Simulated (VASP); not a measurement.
Given:

```xyz
2
Lattice="2.1109 1.2187 3.4533 -2.1109 1.2187 3.4533 0.0000 -2.4374 3.4533" Properties=species:S:1:pos:R:3 pbc="T T T"
Pb     0.0000     0.0000     7.7499
S      0.0000     0.0000     2.6101
```

All values below come from r2SCAN meta-GGA, VASP's PBE PAW potentials (set 64) (plane waves; VASP). Run with 400 eV cut-off, 9×9×9 Γ-centred mesh, tetrahedra with Blöchl corrections, potentials Pb_d S.

Unless said otherwise, spin-orbit coupling is left out, though it shifts the bands of the heavy elements here.

Q: Give the energies of bands 7 to 13 at the high-symmetry points, in eV from the valence-band maximum.

A: 
```
band      Γ      T     H2      L     S0      F
----  -----  -----  -----  -----  -----  -----
7     -6.12  -8.96  -8.06  -8.96  -8.12  -7.31
8     -2.20  -1.81  -4.41  -1.82  -4.73  -5.17
9     -2.19  -1.81  -4.40  -1.81  -2.92  -3.45
10    -2.19   0.00  -1.04   0.00  -2.41  -3.44
11     5.50   0.73   2.50   0.71   3.59   4.25
12     5.51   2.27   5.02   2.25   4.36   5.95
13     5.51   2.27   5.03   2.26   5.39   6.03
```

The gap is direct, 0.71 eV, from the valence maximum at L to the conduction minimum at L.

The structure was generated: PbS was put into the alpha-GeTe type (R3m), which need not be its known phase. It was relaxed first.
